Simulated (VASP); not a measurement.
The system is NaCu.

```
Na Cu
1.0
     2.94224    0.00000    0.00000
     0.00000    2.94224    0.00000
     0.00000    0.00000    4.04091
Na Cu
1 1
Direct
  0.00000 0.00000 0.00000
  0.50000 0.50000 0.50000
```

The cell was built by a generator and needn't be a form met in nature.

Base run:

| Item | Value |
| --- | --- |
| Program | VASP 6.6.1 |
| Functional | PBE |
| Potentials or basis | VASP PAW PBE potentials, release 64 (Na_pv, Cu) |
| Cutoff | 520 eV |
| k mesh | 9 × 9 × 7 |
| Occupations | fermi-dirac, width 0.05 eV |
| Spin | no spin polarisation |

Its results: pressure 3.1 GPa.

After a change of settings the same cell gave: pressure 4.8 GPa. Which change was it?
A. functional from PBE to BLYP
B. functional from PBE to SCAN
C. functional from PBE to PW91
D. functional from PBE to TPSS

A.

BLYP binds less tightly than PBE, so the same cell stands under more pressure.

Caveats: the PAW data sets were made with another functional, which shifts forces and pressure a little (some runs).

Not every run made on this cell is shown here.
